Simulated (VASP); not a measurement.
Here is the system:

```xyz
1
Lattice="-1.6053 1.6053 2.4739 1.6053 -1.6053 2.4739 1.6053 1.6053 -2.4739" Properties=species:S:1:pos:R:3 pbc="T T T"
In     0.0000     0.0000     0.0000
```

These are PBEsol GGA, VASP's PBE PAW potentials (set 64) (plane waves; VASP) values and carry that method's errors. Run with 400 eV cut-off, 18×18×18 Γ-centred mesh, tetrahedra with Blöchl corrections, potentials In_d.

Unless said otherwise, spin-orbit coupling is left out, though it shifts the bands of the heavy elements here.

Task: Predict the energy per atom (σ→0), band gap (on the k-mesh) with the smallest direct gap where there is one.

Result: 
* **band gap (on the k-mesh)**: none (metal, semimetal or under 0.01 eV)
* **energy per atom (σ→0)**: -2.984 eV/atom

The compound is In in the bct structure. It was relaxed first.
